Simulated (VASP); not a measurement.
# Cu2SeS with AM05: from relaxation to properties, part 8 of 8

Wanted: the relaxed cell of Cu2SeS and its properties. The cell is invented: it takes the structure of a Materials Project entry for Mg2SeS (space group 115 there), with some of its atoms replaced by other elements, volume scaled by an estimate. It may not be a known or stable phase. The atoms of the start are displaced at random from the sites of a P-4m2 cell.

VASP 6.6.1; AM05, no spin polarisation; plane waves and PAW (Se, Cu, S); invented cell.

Still holding for the runs below: This run has no spin polarisation, although Cu can carry a moment.

So far. Step 15 (Volume scan with AM05 (run 7)): The pressure falls from -3.04 to -4.29 GPa. The parabola predicted -4.32 GPa, -0.02 GPa off. Step 17 (Fit for AM05): The fitted volume lies +0.44 % from the relaxed one. At a finite cutoff and mesh the minimum of the energy and the zero of the stress don't quite coincide, and the relaxation stops at a threshold.

### 18. Ionic relaxation at fixed cell (AM05), changed input

This step: AM05, no spin polarisation; plane waves and PAW (Se, Cu, S); invented cell (VASP 6.6.1).

With the cell held (ISIF = 2), the atoms move to where the forces vanish. Some settings are moved from the usual, to see what they do.

File INCAR:

```
SYSTEM = Cu2SeS
PREC = Accurate
ENCUT = 400
EDIFF = 1E-06
NELM = 100
ISMEAR = 0
SIGMA = 0.05
LREAL = .FALSE.
ALGO = Normal
GGA = AM
NBANDS = 23
LORBIT = 11
LWAVE = .FALSE.
LCHARG = .FALSE.
KPAR = 2
IBRION = 2
NSW = 60
ISIF = 2
EDIFFG = -0.01
ADDGRID = .TRUE.
```

File POSCAR:

```
Cu2SeS
1.0
    3.7800495400      0.0000000000      0.0000000000
    0.0000000000      3.7800495400      0.0000000000
    0.0000000000      0.0000000000      5.1132423600
Se Cu S
1 2 1
Direct
    0.5000000000      0.5000000000      0.5000000000
    0.0000000000      0.5000000000      0.2271366280
    0.5000000000      0.0000000000      0.7728633720
    0.0000000000      0.0000000000      0.0000000000
```

File KPOINTS:

```
Automatic mesh
0
Gamma
8 8 6
0 0 0
```

Potentials, in the order of the species: Se, Cu and S (PBE family, release 64).

On the command line:

```bash
$ mpirun -np 2 vasp_std
```

Log:

```text
[... set-up lines as in an earlier step ...]
 entering main loop
       N       E                     dE             d eps       ncg     rms          rms(c)
DAV:   1     0.230068056188E+03    0.23007E+03   -0.12872E+04  2760   0.153E+03
DAV:   2     0.321342255892E+01   -0.22685E+03   -0.21641E+03  2774   0.318E+02
DAV:   3    -0.187688051301E+02   -0.21982E+02   -0.21048E+02  3771   0.117E+02
DAV:   4    -0.197621973256E+02   -0.99339E+00   -0.98954E+00  3623   0.239E+01
DAV:   5    -0.198018750755E+02   -0.39678E-01   -0.39657E-01  3902   0.434E+00    0.158E+01
DAV:   6    -0.200204453613E+02   -0.21857E+00   -0.48272E+01  3522   0.183E+02    0.131E+01
DAV:   7    -0.164079131555E+02    0.36125E+01   -0.12148E+01  3292   0.104E+02    0.409E+00
DAV:   8    -0.165138473889E+02   -0.10593E+00   -0.19741E+00  4423   0.210E+01    0.210E+00
DAV:   9    -0.164804956007E+02    0.33352E-01   -0.14931E-01  4292   0.982E+00    0.474E-01
DAV:  10    -0.164810441297E+02   -0.54853E-03   -0.11554E-02  3818   0.787E-01    0.310E-01
DAV:  11    -0.164805447257E+02    0.49940E-03   -0.35117E-03  4530   0.184E+00    0.817E-02
DAV:  12    -0.164805764706E+02   -0.31745E-04   -0.11965E-03  4518   0.613E-01    0.413E-02
DAV:  13    -0.164805723918E+02    0.40788E-05   -0.29648E-05  3861   0.476E-02    0.226E-02
DAV:  14    -0.164805751014E+02   -0.27096E-05   -0.11064E-05  4226   0.447E-02    0.118E-02
DAV:  15    -0.164805745128E+02    0.58856E-06   -0.44090E-06  3227   0.639E-02
   1 F= -.16480575E+02 E0= -.16479849E+02  d E =-.164806E+02
 curvature:   0.00 expect dE= 0.000E+00 dE for cont linesearch  0.000E+00
 trial: gam= 0.00000 g(F)=  0.117E-04 g(S)=  0.000E+00 ort = 0.000E+00 (trialstep = 0.100E+01)
 search vector abs. value=  0.117E-04
 bond charge predicted
       N       E                     dE             d eps       ncg     rms          rms(c)
DAV:   1    -0.164805821679E+02   -0.70666E-05   -0.32102E-03  3089   0.362E-01    0.839E-03
DAV:   2    -0.164805847868E+02   -0.26189E-05   -0.30163E-05  4469   0.607E-02    0.458E-03
DAV:   3    -0.164805845257E+02    0.26111E-06   -0.19939E-07  2241   0.101E-02
   2 F= -.16480585E+02 E0= -.16479859E+02  d E =-.100129E-04
 trial-energy change:   -0.000010  1 .order   -0.000010   -0.000012   -0.000007
 step:   2.7510(harm=  2.7510)  dis= 0.00146  next Energy=   -16.480591 (dE=-0.161E-04)
 reached required accuracy - stopping structural energy minimisation
```

Run time: 33 s. Hardware: 2 MPI ranks of Intel Xeon 6975P-C (Granite Rapids), shared host; peak memory 0.55 GiB.

OUTCAR, selected parts (step 18):

```text
   k-points           NKPTS =     60   k-points in BZ     NKDIM =     60   number of bands    NBANDS=     23

   NELECT =      34.0000    total number of electrons

 E-fermi :   4.1997

 k-point     1 :       0.0000    0.0000    0.0000
  band No.  band energies     occupation
    ...
     11       1.6206      2.00000
     12       1.6880      2.00000
     13       1.9890      2.00000
     14       2.5784      2.00000
     15       2.5784      2.00000
     16       5.4615      0.00000
     17       5.4615      0.00000
     18       5.5559      0.00000
     19       7.3956      0.00000
     20       7.9991      0.00000
    ...

  Total       -0.2113717     -0.2113717      0.2276190      0.0000000      0.0000000      0.0000000
  in kB       -4.6351752     -4.6351752      4.9914612      0.0000000      0.0000000      0.0000000
  external PRESSURE =      -1.4262964 kB  Pullay stress =       0.0000000 kB

 POSITION                                       TOTAL-FORCE (eV/Angst)
 -----------------------------------------------------------------------------------
      1.89002      1.89002      2.55662         0.000000      0.000000      0.000000
      3.78005      1.89002      1.16087         0.000000     -0.000000     -0.007005
      1.89002      3.78005      3.95237         0.000000      0.000000      0.007005
      0.00000      3.78005      0.00000         0.000000      0.000000      0.000000
 -----------------------------------------------------------------------------------
    total drift:                                0.000000     -0.000000      0.000000

  FREE ENERGIE OF THE ION-ELECTRON SYSTEM (eV)
  ---------------------------------------------------
  free  energy   TOTEN  =       -16.4805845257 eV

  energy  without entropy=      -16.4791337460  energy(sigma->0) =      -16.47985914

[... 7 parts as in an earlier step ...]

[... 10 further parts left out ...]
```

The run keeps the 8 symmetry operations of its start, so it cannot find a distortion of lower symmetry.

Hardly anything moved in the relaxation; the energy changed by under 0.2 meV an atom.

Numbers from this step:

| Quantity | Value |
| --- | --- |
| irreducible k-points | 60 |
| free energy (TOTEN) | -16.48 eV |
| energy at zero smearing | -16.48 eV |
| Fermi energy | 4.200 eV |
| pressure | -0.1426 GPa |
| SCF cycles over all ionic steps | 18 |

It ends with a largest force of 0.007 eV/Å.

### 19. Results

| Quantity | Value |
| --- | --- |
| relaxed volume | 18.27 Å³/atom |
| relaxed conventional cell a, b, c | 3.780, 3.780, 5.113 Å |
| space group after relaxing, within 0.02 Å (lengths above averaged to it) | P-4m2 (No. 115) |
| band gap | none, a metal |
| DOS at the Fermi level | 3.49 states/eV/cell |
| highest zone-centre mode | 317 cm⁻¹ |
| shallowest level of the frozen cores | Se1 3d, 47.4 eV deep |
| bulk modulus from the fit | 84.2 GPa |
| volume from the fit | 18.3 Å³/atom |

With AM05, Cu2SeS relaxes to 18.27 Å³/atom in space group P-4m2, comes out as a metal and has a bulk modulus of 84.2 GPa at fixed shape and positions, an upper bound. Bands along the symmetry lines (AM05): Of the bands kept, 3 cross the Fermi level on this path. Zone-centre phonons (AM05): The highest mode in this list at Γ, 317.2 cm⁻¹, is mostly motion of S (73 % of the kinetic energy). Spin-orbit coupling is left out; it would split some degenerate bands. The k-sampling is coarse for a metal, so the Fermi level, pressures and the shape of the cell carry errors. Magnetism was not tested. Modes at Γ alone can't show that the crystal is stable at other wave vectors. No search among competing phases was made. All values are for a static lattice at zero temperature.

[Lines on the potential files, build, host, timing and source positions are cut from VASP's logs without a mark.]

[Logs are printed without paths, hosts, clocks, repeated set-up lines and the standing remarks that a program may print on its own settings, such as how far it seeks lower states.]

[Hosts, paths, dates, database ids (printed as entryN), source tags and the programs' standing remarks are cut or masked in the printed files.]

[A measured line is paired with the nearest computed mode of its activity, which favours agreement.]
